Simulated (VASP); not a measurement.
# A VASP study of LaB2Rh2C (r2SCAN): structure first, properties next, part 4 of 4

Wanted: the relaxed cell of LaB2Rh2C and its properties. The start is a computed cell from the Materials Project.

VASP 6.6.1; r2SCAN; plane waves and PAW (La, B, Rh_pv, C).

Still holding for the runs below: This run has no spin polarisation. Its electron count is odd, so without a moment it is a metal by construction.

So far. Step 5 (Band structure (r2SCAN)): There is no gap at this level. Step 6 (Density of states (r2SCAN)): The finer mesh and the other smearing move the Fermi level by +0.03 eV from the 6×6×6 run, a small shift, which tests the Fermi level alone. Of the states within 0.3 eV of the Fermi level, the largest shares in the PAW spheres are Rh d 45 %, C p 8 % and La d 5 %. The rest lies in smaller channels or between the spheres. The relaxed cell has a = 3.888, c = 10.300 Å (conventional setting).

## (7) Vibrations at Γ (r2SCAN)

Zone-centre modes test whether the atoms sit at a minimum within this cell. IBRION = 6 takes the force constants from differences of forces between displaced cells, so the forces must be tight.

INCAR

```
SYSTEM = LaB2Rh2C
PREC = Accurate
ENCUT = 520
EDIFF = 1E-08
NELM = 100
ISMEAR = 1
SIGMA = 0.2
LREAL = .FALSE.
ALGO = Normal
METAGGA = R2SCAN
LASPH = .TRUE.
NBANDS = 31
LORBIT = 11
LWAVE = .FALSE.
LCHARG = .FALSE.
KPAR = 4
IBRION = 6
NFREE = 2
POTIM = 0.015
ISIF = 2
NSW = 1
```

POSCAR

```
LaB2Rh2C
1.0
    0.0000000000     -3.8875729344      0.0000000000
   -3.8875729344      0.0000000000      0.0000000000
    1.9437864672     -1.9437864672     -5.1500078311
La B Rh C
1 2 2 1
Direct
    0.0000000000      0.0000000000      0.0000000000
    0.3541546280      0.6458453720      0.2916907439
    0.6458453720      0.3541546280      0.7083092561
    0.2500000000      0.2500000000      0.5000000000
    0.7500000000      0.7500000000      0.5000000000
    0.5000000000      0.5000000000      0.0000000000
```

KPOINTS

```
Automatic mesh
0
Gamma
8 8 8
0 0 0
```

PAW data sets: La, B, Rh_pv and C (PBE family, release 64).

Command:

```console
$ mpirun -np 4 vasp_std
```

The log of the run:

```text
[... set-up lines as in an earlier step ...]
 entering main loop
       N       E                     dE             d eps       ncg     rms          rms(c)
DAV:   1     0.454381046869E+03    0.45438E+03   -0.26572E+04  4698   0.246E+03
DAV:   2    -0.399978056652E+02   -0.49438E+03   -0.46437E+03  4046   0.510E+02
DAV:   3    -0.116376431162E+03   -0.76379E+02   -0.72101E+02  5658   0.167E+02
DAV:   4    -0.125464239376E+03   -0.90878E+01   -0.76327E+01  6315   0.493E+01
DAV:   5    -0.125948810920E+03   -0.48457E+00   -0.46870E+00  5920   0.107E+01    0.248E+01
DAV:   6    -0.110592911177E+03    0.15356E+02   -0.96242E+01  4969   0.657E+01    0.155E+01
DAV:   7    -0.106510824428E+03    0.40821E+01   -0.23429E+01  5741   0.383E+01    0.417E+00
DAV:   8    -0.106679128793E+03   -0.16830E+00   -0.30665E+00  5797   0.984E+00    0.266E+00
DAV:   9    -0.106678311140E+03    0.81765E-03   -0.40425E-01  5712   0.423E+00    0.687E-01
DAV:  10    -0.106681982051E+03   -0.36709E-02   -0.36484E-02  5778   0.128E+00    0.280E-01
DAV:  11    -0.106682263825E+03   -0.28177E-03   -0.65909E-03  6244   0.468E-01    0.957E-02
DAV:  12    -0.106682377192E+03   -0.11337E-03   -0.71118E-04  5631   0.163E-01    0.479E-02
DAV:  13    -0.106682425440E+03   -0.48248E-04   -0.18148E-04  6184   0.105E-01    0.186E-02
DAV:  14    -0.106682448823E+03   -0.23383E-04   -0.96398E-05  5836   0.701E-02    0.130E-02
DAV:  15    -0.106682441296E+03    0.75274E-05   -0.20522E-05  5745   0.394E-02    0.397E-03
DAV:  16    -0.106682441345E+03   -0.49163E-07   -0.36867E-06  6095   0.118E-02    0.192E-03
DAV:  17    -0.106682441402E+03   -0.56808E-07   -0.24558E-07  5573   0.371E-03    0.383E-04
DAV:  18    -0.106682441399E+03    0.27803E-08   -0.17669E-08  3606   0.966E-04
   1 F= -.10668244E+03 E0= -.10668342E+03  d E =0.294202E-02
 Found     8 degrees of freedom:
 Finite differences POTIM= 0.01500 DOF=   8
 bond charge predicted
       N       E                     dE             d eps       ncg     rms          rms(c)
DAV:   1    -0.106675208898E+03    0.72325E-02   -0.51354E-01  6786   0.376E+00    0.177E-01
DAV:   2    -0.106681492702E+03   -0.62838E-02   -0.34267E-02  8078   0.101E+00    0.873E-02
DAV:   3    -0.106681784885E+03   -0.29218E-03   -0.20105E-03 10102   0.234E-01    0.709E-02
DAV:   4    -0.106681815629E+03   -0.30744E-04   -0.29505E-04  8572   0.967E-02    0.984E-03
DAV:   5    -0.106681819825E+03   -0.41960E-05   -0.94284E-05  9648   0.556E-02    0.833E-03
DAV:   6    -0.106681819984E+03   -0.15877E-06   -0.18900E-05  9092   0.236E-02    0.494E-03
DAV:   7    -0.106681902559E+03   -0.82576E-04   -0.63813E-04  7599   0.156E-01    0.207E-02
DAV:   8    -0.106682227507E+03   -0.32495E-03   -0.16969E-03  9057   0.230E-01    0.573E-02
DAV:   9    -0.106682240443E+03   -0.12936E-04   -0.56628E-04  7641   0.149E-01    0.587E-02
DAV:  10    -0.106681830648E+03    0.40979E-03   -0.22300E-03  7595   0.294E-01    0.200E-02
DAV:  11    -0.106681936241E+03   -0.10559E-03   -0.36402E-04  8362   0.137E-01    0.281E-02
DAV:  12    -0.106681931403E+03    0.48385E-05   -0.14511E-05  8526   0.188E-02    0.285E-02
DAV:  13    -0.106682059833E+03   -0.12843E-03   -0.25097E-04  7529   0.956E-02    0.412E-02
DAV:  14    -0.106681985469E+03    0.74364E-04   -0.69384E-05  8073   0.595E-02    0.370E-02
DAV:  15    -0.106682219138E+03   -0.23367E-03   -0.44796E-04  7579   0.134E-01    0.535E-02
DAV:  16    -0.106681975091E+03    0.24405E-03   -0.45786E-04  7846   0.149E-01    0.397E-02
DAV:  17    -0.106682153426E+03   -0.17833E-03   -0.23416E-04  7731   0.111E-01    0.487E-02
DAV:  18    -0.106682079529E+03    0.73897E-04   -0.34059E-05  8264   0.453E-02    0.461E-02
DAV:  19    -0.106682087494E+03   -0.79652E-05   -0.10711E-06  8202   0.631E-03    0.461E-02
DAV:  20    -0.106682014895E+03    0.72599E-04   -0.53829E-05  7526   0.444E-02    0.401E-02
DAV:  21    -0.106681935003E+03    0.79892E-04   -0.12109E-04  9186   0.590E-02    0.301E-02
DAV:  22    -0.106682196333E+03   -0.26133E-03   -0.71281E-04  7541   0.169E-01    0.503E-02
DAV:  23    -0.106681922120E+03    0.27421E-03   -0.69900E-04  8069   0.184E-01    0.331E-02
DAV:  24    -0.106682064344E+03   -0.14222E-03   -0.20864E-04  7946   0.106E-01    0.411E-02
DAV:  25    -0.106681916324E+03    0.14802E-03   -0.26111E-04  7799   0.110E-01    0.293E-02
DAV:  26    -0.106681895915E+03    0.20409E-04   -0.55715E-05 10513   0.277E-02    0.226E-02
DAV:  27    -0.106681884551E+03    0.11364E-04   -0.81273E-06  9269   0.138E-02    0.204E-02
DAV:  28    -0.106681868217E+03    0.16335E-04   -0.16890E-05  8689   0.221E-02    0.166E-02
DAV:  29    -0.106681859082E+03    0.91348E-05   -0.89687E-06  9649   0.144E-02    0.138E-02
DAV:  30    -0.106681846037E+03    0.13045E-04   -0.22042E-05  8356   0.266E-02    0.965E-03
DAV:  31    -0.106681839905E+03    0.61314E-05   -0.14772E-05  9913   0.184E-02    0.605E-03
DAV:  32    -0.106681837378E+03    0.25274E-05   -0.45272E-06  9223   0.108E-02    0.425E-03
DAV:  33    -0.106681835301E+03    0.20770E-05   -0.66612E-06  9073   0.139E-02    0.214E-03
DAV:  34    -0.106681834760E+03    0.54042E-06   -0.23321E-06  9762   0.739E-03    0.136E-03
DAV:  35    -0.106681834675E+03    0.84964E-07   -0.26012E-07  9709   0.214E-03    0.128E-03
DAV:  36    -0.106681834679E+03   -0.34197E-08   -0.16516E-08  6138   0.559E-04
   2 F= -.10668183E+03 E0= -.10668281E+03  d E =0.294077E-02
[... from here on, the cycles between the ionic steps are left out ...]
   3 F= -.10668184E+03 E0= -.10668282E+03  d E =0.294170E-02
   4 F= -.10668191E+03 E0= -.10668290E+03  d E =0.294473E-02
   5 F= -.10668191E+03 E0= -.10668290E+03  d E =0.294474E-02
   6 F= -.10668168E+03 E0= -.10668266E+03  d E =0.293977E-02
   7 F= -.10668168E+03 E0= -.10668266E+03  d E =0.293970E-02
   8 F= -.10667953E+03 E0= -.10668040E+03  d E =0.262706E-02
   9 F= -.10667967E+03 E0= -.10668074E+03  d E =0.320185E-02
  10 F= -.10668105E+03 E0= -.10668203E+03  d E =0.294092E-02
  11 F= -.10668105E+03 E0= -.10668203E+03  d E =0.294091E-02
  12 F= -.10668132E+03 E0= -.10668230E+03  d E =0.294627E-02
  13 F= -.10668132E+03 E0= -.10668230E+03  d E =0.294623E-02
  14 F= -.10668171E+03 E0= -.10668269E+03  d E =0.294031E-02
  15 F= -.10668171E+03 E0= -.10668269E+03  d E =0.294016E-02
  16 F= -.10667752E+03 E0= -.10667851E+03  d E =0.294963E-02
 Finite differences progress:
  Degree of freedom:   8/  8
  Displacement:        1/  2
  Total:              15/ 16
 bond charge predicted
       N       E                     dE             d eps       ncg     rms          rms(c)
DAV:   1    -0.106679021865E+03   -0.14997E-02   -0.23458E+00  3658   0.705E+00    0.382E-01
DAV:   2    -0.106678958391E+03    0.63474E-04   -0.43760E-02  5329   0.192E+00    0.244E-01
DAV:   3    -0.106677491836E+03    0.14666E-02   -0.93051E-03  4308   0.478E-01    0.636E-02
DAV:   4    -0.106677519991E+03   -0.28155E-04   -0.14376E-03  5389   0.265E-01    0.502E-02
DAV:   5    -0.106677518097E+03    0.18939E-05   -0.14801E-04  5342   0.831E-02    0.211E-02
DAV:   6    -0.106677524687E+03   -0.65902E-05   -0.49701E-05  5140   0.423E-02    0.104E-02
DAV:   7    -0.106677521601E+03    0.30863E-05   -0.17946E-05  4837   0.249E-02    0.436E-03
DAV:   8    -0.106677522068E+03   -0.46703E-06   -0.22303E-06  5558   0.909E-03    0.114E-03
DAV:   9    -0.106677522080E+03   -0.12589E-07   -0.26650E-07  5123   0.338E-03    0.452E-04
DAV:  10    -0.106677522111E+03   -0.30954E-07   -0.40561E-08  4098   0.137E-03    0.208E-04
DAV:  11    -0.106677522116E+03   -0.44956E-08   -0.40949E-09  2746   0.706E-04
  17 F= -.10667752E+03 E0= -.10667851E+03  d E =0.294960E-02
 Finite differences progress:
  Degree of freedom:   8/  8
  Displacement:        2/  2
  Total:              16/ 16
```

Elapsed: 32 min, on 4 MPI ranks of Intel Xeon 6975P-C (Granite Rapids), shared host; peak memory 2.8 GiB.

From OUTCAR (step 7):

```text
   k-points           NKPTS =     59   k-points in BZ     NKDIM =     59   number of bands    NBANDS=     31

   NELECT =      51.0000    total number of electrons

 E-fermi :   9.3313

 k-point     1 :       0.0000    0.0000    0.0000
  band No.  band energies     occupation
    ...
     20       7.4240      2.00000
     21       8.0468      2.00000
     22       8.6790      2.00004
     23       8.6790      2.00004
     24       9.3002      1.25996
     25       9.4282      0.27693
     26       9.4282      0.27691
     27       9.6538     -0.04497
     28      10.7709     -0.00000
     29      12.2292     -0.00000
    ...

  Total       -0.0601715     -0.0601715      0.1452017      0.0000000      0.0000000      0.0000000
  in kB       -1.2386158     -1.2386158      2.9889400      0.0000000      0.0000000      0.0000000
  external PRESSURE =       0.1705695 kB  Pullay stress =       0.0000000 kB

 POSITION                                       TOTAL-FORCE (eV/Angst)
 -----------------------------------------------------------------------------------
      0.00000      0.00000      0.00000         0.000000     -0.000000      0.040638
     -1.94379     -1.94379     -1.50221         0.000000     -0.000000     -0.300387
      0.00000     -3.88757     -3.64780         0.000000     -0.000000     -0.269293
      0.00000     -1.94379     -2.57500         0.000000     -0.000000     -0.063674
     -1.94379     -3.88757     -2.57500         0.000000     -0.000000     -0.063674
     -1.94379     -1.94379     -0.01500        -0.000000      0.000000      0.656390
 -----------------------------------------------------------------------------------
    total drift:                                0.000003     -0.000003      0.000367

  FREE ENERGIE OF THE ION-ELECTRON SYSTEM (eV)
  ---------------------------------------------------
  free  energy   TOTEN  =      -106.6775221159 eV

  energy  without entropy=     -106.6804717176  energy(sigma->0) =     -106.67850532

 Eigenvectors and eigenvalues of the dynamical matrix
 ----------------------------------------------------

   1 f  =   36.206946 THz   227.494948 2PiTHz 1207.733703 cm-1   149.739828 meV
             X         Y         Z           dx          dy          dz
      0.000000  0.000000  0.000000     0.000000   -0.000000    0.014579
     -1.943786 -1.943786 -1.502210     0.000000   -0.000000   -0.416188
      0.000000 -3.887573 -3.647798     0.000000   -0.000000   -0.416188
      0.000000 -1.943786 -2.575004     0.000000   -0.000000   -0.011616
     -1.943786 -3.887573 -2.575004     0.000000   -0.000000   -0.011616
     -1.943786 -1.943786  0.000000    -0.000000    0.000000    0.808142

   2 f  =   24.953381 THz   156.786714 2PiTHz  832.355182 cm-1   103.198843 meV
             X         Y         Z           dx          dy          dz
      0.000000  0.000000  0.000000    -0.000000   -0.000000   -0.000000
     -1.943786 -1.943786 -1.502210    -0.000000    0.000000    0.707107
      0.000000 -3.887573 -3.647798    -0.000000    0.000000   -0.707107
      0.000000 -1.943786 -2.575004    -0.000000    0.000000    0.000000
     -1.943786 -3.887573 -2.575004     0.000000   -0.000000    0.000000
     -1.943786 -1.943786  0.000000     0.000000   -0.000000   -0.000000

   3 f  =   13.887953 THz    87.260580 2PiTHz  463.252238 cm-1    57.435931 meV
             X         Y         Z           dx          dy          dz
      0.000000  0.000000  0.000000    -0.001066   -0.012681   -0.000000
     -1.943786 -1.943786 -1.502210     0.048863    0.581229    0.000000
      0.000000 -3.887573 -3.647798     0.048863    0.581229    0.000000
      0.000000 -1.943786 -2.575004    -0.007359   -0.087539   -0.000000
     -1.943786 -3.887573 -2.575004    -0.007359   -0.087539   -0.000000
     -1.943786 -1.943786  0.000000    -0.046187   -0.549401    0.000000

   4 f  =   13.887953 THz    87.260580 2PiTHz  463.252238 cm-1    57.435931 meV
             X         Y         Z           dx          dy          dz
[...]
0.000000 -1.943786 -2.575004    -0.000000    0.000000   -0.283900
     -1.943786 -3.887573 -2.575004    -0.000000    0.000000   -0.283900
     -1.943786 -1.943786  0.000000     0.000000   -0.000000    0.532915

   8 f  =   10.537411 THz    66.208504 2PiTHz  351.490184 cm-1    43.579209 meV
             X         Y         Z           dx          dy          dz
      0.000000  0.000000  0.000000     0.176859    0.038799    0.000000
     -1.943786 -1.943786 -1.502210    -0.351443   -0.077098   -0.000000
      0.000000 -3.887573 -3.647798    -0.351443   -0.077098   -0.000000
      0.000000 -1.943786 -2.575004     0.148169    0.032505    0.000000
     -1.943786 -3.887573 -2.575004     0.148169    0.032505    0.000000
     -1.943786 -1.943786  0.000000    -0.794904   -0.174383   -0.000000

   9 f  =   10.537411 THz    66.208504 2PiTHz  351.490184 cm-1    43.579209 meV
             X         Y         Z           dx          dy          dz
      0.000000  0.000000  0.000000    -0.038799    0.176859   -0.000000
     -1.943786 -1.943786 -1.502210     0.077098   -0.351443   -0.000000
      0.000000 -3.887573 -3.647798     0.077098   -0.351443   -0.000000
      0.000000 -1.943786 -2.575004    -0.032505    0.148169    0.000000
     -1.943786 -3.887573 -2.575004    -0.032505    0.148169    0.000000
     -1.943786 -1.943786  0.000000     0.174383   -0.794904   -0.000000

  10 f  =    6.435112 THz    40.433000 2PiTHz  214.652224 cm-1    26.613472 meV
             X         Y         Z           dx          dy          dz
      0.000000  0.000000  0.000000    -0.000000   -0.000000    0.000000
     -1.943786 -1.943786 -1.502210     0.154644    0.003683   -0.000000
      0.000000 -3.887573 -3.647798    -0.154644   -0.003683    0.000000
      0.000000 -1.943786 -2.575004     0.689784   -0.016426   -0.000000
     -1.943786 -3.887573 -2.575004    -0.689784    0.016426    0.000000
     -1.943786 -1.943786  0.000000     0.000000   -0.000000   -0.000000

  11 f  =    6.435112 THz    40.433000 2PiTHz  214.652224 cm-1    26.613472 meV
             X         Y         Z           dx          dy          dz
      0.000000  0.000000  0.000000     0.000000   -0.000000    0.000000
     -1.943786 -1.943786 -1.502210     0.003683   -0.154644   -0.000000
      0.000000 -3.887573 -3.647798    -0.003683    0.154644    0.000000
      0.000000 -1.943786 -2.575004     0.016426    0.689784   -0.000000
     -1.943786 -3.887573 -2.575004    -0.016426   -0.689784    0.000000
     -1.943786 -1.943786  0.000000    -0.000000    0.000000    0.000000

  12 f  =    4.920110 THz    30.913965 2PiTHz  164.117214 cm-1    20.347932 meV
             X         Y         Z           dx          dy          dz
      0.000000  0.000000  0.000000     0.000000    0.000000    0.000000
     -1.943786 -1.943786 -1.502210    -0.000000   -0.000000   -0.000000
      0.000000 -3.887573 -3.647798     0.000000   -0.000000   -0.000000
      0.000000 -1.943786 -2.575004    -0.000000    0.000000   -0.707107
     -1.943786 -3.887573 -2.575004     0.000000    0.000000    0.707107
     -1.943786 -1.943786  0.000000    -0.000000   -0.000000   -0.000000

  13 f  =    3.461897 THz    21.751740 2PiTHz  115.476451 cm-1    14.317249 meV
             X         Y         Z           dx          dy          dz
      0.000000  0.000000  0.000000    -0.000000    0.000000    0.795360
     -1.943786 -1.943786 -1.502210    -0.000000    0.000000   -0.146430
      0.000000 -3.887573 -3.647798    -0.000000    0.000000   -0.146430
      0.000000 -1.943786 -2.575004    -0.000000   -0.000000   -0.383066
     -1.943786 -3.887573 -2.575004    -0.000000   -0.000000   -0.383066
     -1.943786 -1.943786  0.000000     0.000000   -0.000000   -0.176182
    [... 42 further lines ...]
      0.000000 -1.943786 -2.575004     0.505015   -0.145378    0.000000
     -1.943786 -3.887573 -2.575004     0.505015   -0.145378    0.000000
     -1.943786 -1.943786  0.000000     0.171643   -0.049411    0.000000

 ELASTIC MODULI CONTR FROM IONIC RELAXATION (kBar)
 Direction    XX          YY          ZZ          XY          YZ          ZX
 --------------------------------------------------------------------------------
 XX         -26.7960    -24.0842    144.1642      0.0000     -0.0000     -0.0000
 YY         -24.0842    -26.7960    144.1642      0.0000     -0.0000     -0.0000
 ZZ         144.1642    144.1642   -816.9527      0.0000      0.0000      0.0000
 XY           0.0000      0.0000      0.0000      0.0000      0.0000      0.0000
 YZ          -0.0000     -0.0000      0.0000      0.0000   -126.3844      0.0000
 ZX          -0.0000     -0.0000      0.0000      0.0000      0.0000   -126.3863
 --------------------------------------------------------------------------------

[... 6 parts as in an earlier step ...]

[... 10 further parts left out ...]
```

The last energy, forces, stress and levels in OUTCAR belong to the last displaced cell, not to the cell of POSCAR.

This step gave:

| Quantity | Value |
| --- | --- |
| bands | 31 |
| irreducible k points | 59 |
| pressure of the cell | -0.008499 GPa |
| largest force of the cell | 1.20e-4 eV/Å |

The modes at Γ (shares of kinetic energy by element, %):

```tsv
mode	frequency (cm⁻¹)	symmetry	La %	B %	Rh %	C %
1	-1.1	acoustic	36	6	55	3
2	-1.1	acoustic	36	6	55	3
3	-0.2	acoustic	37	6	55	3
4	106.1	Eu	61	0	39	0
5	106.1	Eu	61	0	39	0
6	115.5	A2u	63	4	29	3
7	164.1	Bg	0	0	100	0
8	214.7	Eg	0	5	95	0
9	214.7	Eg	0	5	95	0
10	351.5	Eu	3	26	5	66
11	351.5	Eu	3	26	5	66
12	364.1	A2u	0	55	16	28
13	411.3	Eg	0	95	5	0
14	411.3	Eg	0	95	5	0
15	463.3	Eu	0	68	2	30
16	463.3	Eu	0	68	2	30
17	832.4	A1g	0	100	0	0
18	1207.7	A2u	0	35	0	65
```

Displacements in mode 4 (106.1 cm⁻¹), the largest set to 1:
```
La1  0.22 -1.00  0.00
B2  -0.04  0.17  0.00
B3  -0.04  0.17  0.00
Rh4 -0.14  0.65  0.00
Rh5 -0.14  0.65  0.00
C6   0.04 -0.19  0.00
```

Displacements in mode 18 (1207.7 cm⁻¹), the largest set to 1:
```
La1  0.00  0.00  0.01
B2   0.00  0.00 -0.54
B3   0.00  0.00 -0.54
Rh4  0.00  0.00  0.00
Rh5  0.00  0.00  0.00
C6   0.00  0.00  1.00
```

The three acoustic modes lie within 1.1 cm⁻¹ of zero, and all others are real. By the characters of their eigenvectors the optical modes sort into (cm⁻¹) Raman active: Bg 164, Eg 215, Eg 411, A1g 832; infrared active: Eu 106, A2u 115, Eu 351, A2u 364, Eu 463, A2u 1208. B labels carry no number here, since it depends on the setting of the axes. With a centre of inversion no mode is active in both.

## (8) Results

- relaxed volume: 12.97 Å³/atom
- relaxed conventional cell a, b, c: 3.888, 3.888, 10.300 Å
- space group after relaxing, within 0.02 Å: I4/mmm (No. 139)
- band gap: none, a metal
- DOS at the Fermi level: 2.11 states/eV/cell
- highest zone-centre mode: 1208 cm⁻¹

In words: With r2SCAN, LaB2Rh2C relaxes to 12.97 Å³/atom in space group I4/mmm (held by the symmetry of the run) and comes out as a metal. Band structure (r2SCAN): Of the bands kept, 3 cross the Fermi level on this path. Vibrations at Γ (r2SCAN): The highest mode in this list at Γ, 1207.7 cm⁻¹, has its largest share on C (65 % of the kinetic energy). Spin-orbit coupling is left out, and with elements this heavy it would split and shift bands near the Fermi level. The k-sampling is coarse for a metal, so the Fermi level, pressures and the shape of the cell carry errors. With an odd electron count and no spin the cell is a metal by construction. Modes at Γ alone can't show that the crystal is stable at other wave vectors. No search among competing phases was made, and a listed structure need not be the one stable at ambient conditions. All values are for a static lattice at zero temperature.

[Lines on the potential files, build, host, timing and source positions are cut from VASP's logs without a mark.]

[Logs are printed without paths, hosts, clocks, repeated set-up lines and the standing remarks that a program may print on its own settings, such as how far it seeks lower states.]

[Hosts, paths, dates, database ids (printed as entryN), source tags and the programs' standing remarks are cut or masked in the printed files.]

[A measured line is paired with the nearest computed mode of its activity, which favours agreement.]
